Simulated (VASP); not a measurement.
A run of VASP 6.6.1 is set up as follows.

INCAR

```
SYSTEM = ZrB2
ALGO = Normal ; EDIFF = 1E-6
ENCUT = 520 ; GGA = PS
ISIF = 2 ; ISMEAR = 0
LASPH = .True. ; LCHARG = .False.
LREAL = .False. ; LWAVE = .False.
NBANDS = 16 ; NELM = 60
PREC = Accurate ; SIGMA = 0.15
```

KPOINTS

```
k-points
0
Gamma
  18 18 12
  0 0 0
```

POSCAR

```
ZrB2
1.0
    2.9888165808      0.0000000000      0.0000000000
   -1.4944082904      2.5883910862      0.0000000000
    0.0000000000      0.0000000000      3.7506659273
Zr B
1 2
Direct
    0.0000000000      0.0000000000      0.0000000000
    0.3333333333      0.6666666667      0.5000000000
    0.6666666667      0.3333333333      0.5000000000
```

Potentials or basis: VASP PAW PBE potentials, release 64 (Zr_sv, B).

Run with:

```console
$ cat potpaw_PBE.64/Zr_sv/POTCAR potpaw_PBE.64/B/POTCAR > POTCAR
$ mpirun -np 1 vasp_std > vasp.out
```

(1) Estimate the band gap on the k mesh.

(2) Predict the pressure.

Results:

(1) none (metal or under the smearing width).

(2) 14.4 GPa.

Caveat: the PAW data sets were made with another functional, which shifts forces and pressure a little.
